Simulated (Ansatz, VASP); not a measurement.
PIr in VASP and in Ansatz

```
Ir P
1.0
     0.00000    2.57679    2.57679
     2.57679    0.00000    2.57679
     2.57679    2.57679    0.00000
Ir P
1 1
Cartesian
  0.0000 0.0000 0.0000
  1.2884 1.2884 1.2884
```

Alike in both runs: task single point; functional PBE; k mesh 12 × 12 × 12; occupations gaussian, width 0.05 eV; no spin polarisation.

|  | VASP | Ansatz |
| --- | --- | --- |
| version | VASP 6.6.1 | Ansatz 0.2.0 |
| potentials or method | VASP PAW PBE potentials, release 64 (Ir, P) | scalar-relativistic, plane waves, PAW |
| plane-wave cutoff (eV) | 520 | 420 |
| valence electrons in the cell | 14 | 22 |

|  | VASP | Ansatz | Ansatz less VASP |
| --- | --- | --- | --- |
| gap on the k mesh at the Fermi level (eV) | none | none | - |
| pressure (GPa) | 11.5 | 10.8 | -0.63 |

A gap of «none» marks a metal or a gap that the smearing closes. The two sets of potentials don't hold the same shells in valence.

Spin-orbit coupling is left out, which matters for the levels of Ir.
